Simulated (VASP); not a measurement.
Given:

```
CELL_PARAMETERS angstrom
     -2.22612     2.22612     2.22612
      2.22612    -2.22612     2.22612
      2.22612     2.22612    -2.22612
ATOMIC_POSITIONS crystal
  Eu 0.00000 0.00000 0.00000
```

These are r2SCAN meta-GGA, VASP's PBE PAW potentials (set 64) (plane waves; VASP) values and carry that method's errors. Run with 480 eV cut-off, 10×10×10 Γ-centred mesh, first-order Methfessel-Paxton smearing of 0.10 eV, potentials Eu_2.

The 4f electrons are frozen in the core of the lanthanide potential, so 4f levels, which can set the real gap, and their magnetism are missing. Energy and stress use the plane-wave basis of the starting cell.

Task: The ions, cell shape and volume at an external pressure of 1.0 GPa are relaxed. Give the cell that the relaxation ends in.

Result: 
```
CELL_PARAMETERS angstrom
     -2.17165     2.17165     2.17165
      2.17165    -2.17165     2.17165
      2.17165     2.17165    -2.17165
ATOMIC_POSITIONS crystal
  Eu 0.00000 0.00000 0.00000
```
Space group Im-3m (229), at a tolerance of 0.03 Å.

Task: How do energy and volume change from the first to the last step?

Result: The energy (σ→0) changes by +10.3 meV/atom and the volume by -7.2 %, in 4 ionic steps.

```tsv
step	E(σ→0) (eV)	max force (eV/Å)	pressure (GPa)	volume (Å³)
1	-27.1465	0.000	0.02	44.13
2	-27.1432	0.000	0.54	42.43
3	-27.1354	0.000	1.04	40.83
4	-27.1362	0.000	0.99	40.97
```

The compound is Eu in the bcc structure. This run relaxes it under an external pressure of 1 GPa. Symmetry was kept, so distortions that lower it aren't found.
